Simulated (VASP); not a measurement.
Here is the system:

```
CELL_PARAMETERS angstrom
     -1.64403     1.64403     1.64403
      1.64403    -1.64403     1.64403
      1.64403     1.64403    -1.64403
ATOMIC_POSITIONS crystal
  Nb 0.00000 0.00000 0.00000
```

Calculation: PBE GGA with D4 dispersion, VASP's PBE PAW potentials (set 64) (plane waves; VASP). Settings: 520 eV cut-off, 16×16×16 Γ-centred mesh, first-order Methfessel-Paxton smearing of 0.10 eV, potentials Nb_sv.

Give the energy at these volumes per atom, relative to the lowest: 16.74, 17.27, 17.81, 18.34, 18.88 Å³.

36.7, 8.0, 0.0, 9.3, 33.6 meV/atom. A third-order Birch-Murnaghan fit gives B0 = 176 GPa and B0′ = 4.4.

Measured: bulk modulus 173 GPa at 0 K (computed value off by +1.4 %), as given by Daniel Mejia-Rodriguez et al., Physical Review B (2018), arXiv:1807.09216 [0 K value with the zero-point phonon effect removed]; a 3.294 Å at 0 K (computed value off by -0.2 %), as given by Daniel Mejia-Rodriguez et al., Physical Review B (2018), arXiv:1807.09216 [static lattice: zero-point anharmonic expansion removed].

The compound is Nb in the bcc structure. It was relaxed first.
